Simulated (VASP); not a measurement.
```yaml
crystal:
  lattice:
    - [0.00000, 2.72500, 2.72500]
    - [2.72500, 0.00000, 2.72500]
    - [2.72500, 2.72500, 0.00000]
  atoms:
    - { symbol: Ga, position: [0.00000, 0.00000, 0.00000] }
    - { symbol: P, position: [0.25000, 0.25000, 0.25000] }
```

Level of theory: PBE GGA, VASP's PBE PAW potentials (set 64) (plane waves; VASP). Settings: PREC = Normal, 500 eV cut-off, 6×6×6 Γ-centred mesh, Gaussian smearing of 0.010 eV, potentials Ga_d_GW P_GW.

**Question.** Give the stress tensor in GPa (positive for a compressed cell).

**Answer.** 
```
2.36  0.00  0.00
0.00  2.36  0.00
0.00  0.00  2.36
```
The pressure is its mean diagonal, 2.36 GPa.

The compound is GaP in the zinc blende structure. The cell was not relaxed at this level.
